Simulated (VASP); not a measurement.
OSZICAR of a VASP run on Hf (hcp):

File OSZICAR:
```
       N       E                     dE             d eps       ncg     rms          rms(c)
DAV:   1     0.457836651861E+02    0.45784E+02   -0.11645E+04  2352   0.136E+03
DAV:   2    -0.198779689285E+02   -0.65662E+02   -0.64535E+02  2940   0.269E+02
DAV:   3    -0.217661662341E+02   -0.18882E+01   -0.18694E+01  3182   0.307E+01
DAV:   4    -0.217823666035E+02   -0.16200E-01   -0.16197E-01  2694   0.358E+00
DAV:   5    -0.217826128219E+02   -0.24622E-03   -0.24621E-03  3294   0.356E-01    0.659E+01
DAV:   6    -0.212043532701E+02    0.57826E+00   -0.54267E-01  2526   0.550E+00    0.389E+01
DAV:   7    -0.210019342991E+02    0.20242E+00   -0.88444E-01  2540   0.674E+00    0.200E+00
DAV:   8    -0.209914664608E+02    0.10468E-01   -0.58118E-02  2628   0.184E+00    0.292E-01
DAV:   9    -0.209915751233E+02   -0.10866E-03   -0.12531E-03  3324   0.281E-01    0.212E-01
DAV:  10    -0.209915656315E+02    0.94919E-05   -0.54348E-05  2724   0.601E-02    0.273E-01
DAV:  11    -0.209915652746E+02    0.35688E-06   -0.66043E-06  3192   0.203E-02    0.198E-02
DAV:  12    -0.209915656240E+02   -0.34940E-06   -0.68256E-07  2872   0.652E-03    0.121E-02
DAV:  13    -0.209915654575E+02    0.16650E-06   -0.32439E-08  1848   0.154E-03    0.342E-03
DAV:  14    -0.209915654124E+02    0.45034E-07   -0.62030E-09  1686   0.755E-04
   1 F= -.20991565E+02 E0= -.20991406E+02  d E =-.209916E+02
       N       E                     dE             d eps       ncg     rms          rms(c)
DAV:   1    -0.209918828528E+02   -0.31740E-03   -0.16302E-02  2400   0.106E+00    0.114E-01
DAV:   2    -0.209916949747E+02    0.18788E-03   -0.26559E-04  3084   0.129E-01    0.497E-02
DAV:   3    -0.209916361548E+02    0.58820E-04   -0.69203E-05  3128   0.583E-02    0.422E-02
DAV:   4    -0.209916271630E+02    0.89919E-05   -0.21738E-05  3312   0.335E-02    0.187E-02
DAV:   5    -0.209916272138E+02   -0.50798E-07   -0.12038E-06  2844   0.814E-03    0.174E-03
DAV:   6    -0.209916272165E+02   -0.27212E-08   -0.34880E-08  1608   0.143E-03
   2 F= -.20991627E+02 E0= -.20991492E+02  d E =-.618040E-04
```

Task: Which electronic solver shows in the log?

Result: It is blocked Davidson (ALGO = Normal, or the opening steps of other solvers). The INCAR had ALGO = Normal.

Task: Can the final energy be trusted as converged?

Result: The calculation finished and met its thresholds. It stopped with EDIFF = 1E-7, NELM = 100, NSW = 30 and EDIFFG = -0.01 after 2 ionic steps (PBEsol GGA, plane waves, VASP's PBE PAW potentials (set 64)).

The compound is Hf in the hcp structure. This cell is one point of a volume scan, at 1.03 of the reference volume. Symmetry was kept, so distortions that lower it aren't found.
